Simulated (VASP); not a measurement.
An input for Ansatz (written as the equivalent of a VASP run, and not itself run):

Ansatz 0.2 input:
```yaml
crystal:
  lattice:
    - [3.1919905, 0.0000000, 0.0000000]
    - [-1.5959953, 2.7643446, 0.0000000]
    - [0.0000000, 0.0000000, 3.1580193]
  atoms:
    - { symbol: Mo, position: [0.0000000, 0.0000000, 0.0000000] }
    - { symbol: P, position: [0.3333330, 0.6666670, 0.5000000] }
kpoints:
  mp_grid: { grid: [12, 12, 10] }
hamiltonian:
  xc: lda
  pseudopotentials: { kind: paw }
scf:
  occupations: { method: methfessel_paxton, width: 0.1 }
  max_iter: 100
relax:
  max_steps: 60
  f_tol: 0.01
  cell: {}
output: { forces: true, stress: true, eigenvalues: true }
```

Task: Translate this input to VASP (INCAR, KPOINTS, POSCAR, choice of POTCAR).

Result: Several could match; the one computed here: 
### KPOINTS
```
kpoints
0
G
 12 12 10
0 0 0
```

INCAR:
```
# general
SYSTEM  = MoP
PREC    = Accurate
ENCUT   = 400   # plane-wave cut-off (eV)
LREAL   = F   # projection in real space or not
LASPH   = T

# electronic loop
EDIFF   = 1E-6   # SCF stop (eV)
NELM    = 100
ALGO    = Normal   # blocked Davidson
LMAXMIX = 4

# smearing
ISMEAR  = 1   # Methfessel-Paxton
SIGMA   = 0.1   # width (eV)

# ions
IBRION  = 2   # conjugate gradients
NSW     = 60   # most ionic steps
ISIF    = 3   # ions, shape and volume
EDIFFG  = -0.01   # ionic stop

# output
LWAVE   = F
LCHARG  = F
```

**POSCAR**
```
MoP
1
    3.1919905217     0.0000000000    -0.0000000000
   -1.5959952608     2.7643445585     0.0000000000
   -0.0000000000     0.0000000000     3.1580193489
Mo P
1 1
Direct
  0.0000000000   0.0000000000   0.0000000000
  0.3333330000   0.6666670000   0.5000000000
```

POTCAR, in this order: Mo_sv P (LDA.64 set). Program: vasp_std.

What does not carry over: each code has its own PAW files, so the cut-off isn't converted (ENCUT is set for VASP's; basis.ecutwfc is left out, and Ansatz then takes the one that its files recommend); Ansatz stops its SCF on the density residual and VASP on the energy change (EDIFF); Ansatz's lda is the Perdew-Wang form, while the LDA potentials of VASP carry Perdew-Zunger's.

The structure comes from a computed database's MoP entry (P-6m2); how it stands against other phases isn't given here. It was relaxed first. The start is the result of an earlier pass.
